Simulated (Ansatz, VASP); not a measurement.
## One calculation of TaSbSe, two programs

```xyz
3
Lattice="3.6296 0.0000 0.0000 0.0000 3.6296 0.0000 0.0000 0.0000 5.6345" Properties=species:S:1:pos:R:3 pbc="T T T"
Ta    0.0000    0.0000    0.0000
Sb    0.0000    0.0000    2.8173
Se    1.8148    1.8148    0.0000
```

The cell was built by a generator and needn't be a form met in nature.

Alike in both runs: task relaxation of cell and atoms; functional BLYP; dispersion D3(BJ); k mesh 7 × 7 × 5; occupations fermi-dirac, width 0.05 eV; no spin polarisation.

```csv
,VASP,Ansatz
version,VASP 6.6.1,Ansatz 0.2.0
potentials or method,"VASP PAW PBE potentials, release 64 (Ta_pv, Sb, Se)",Ansatz PAW
plane-wave cutoff (eV),600,420
valence electrons in the cell,22,44
```

Ansatz gave:

* gap on the k mesh at the Fermi level, each at its own relaxed structure (eV): none
* relaxed volume (Å³/atom): 24.20
* relaxed cell length with the largest relative difference (Å): 3.612
* energy change over the relaxation (meV/atom): -4

Task: Which values does VASP return?

Result: gap on the k mesh at the Fermi level, each at its own relaxed structure (eV): none; relaxed volume (Å³/atom): 24.33; relaxed cell length with the largest relative difference (Å): 3.619; energy change over the relaxation (meV/atom): -2.

A gap of «none» marks a metal or a gap that the smearing closes. The two sets of potentials don't hold the same shells in valence.

Caveats: pairwise dispersion overbinds metals, which lowers pressure and volume; the PAW data sets were made with another functional, which shifts forces and pressure a little (VASP); the plane-wave basis is chosen anew once the cell has moved, so the energies of steps on either side of that aren't comparable (Ansatz); the PAW data sets come from PBE, with cores solved anew for the run's functional, which leaves a small shift of forces and pressure (Ansatz). The runs have no spin-orbit coupling, so splittings on Sb, Ta are missing.
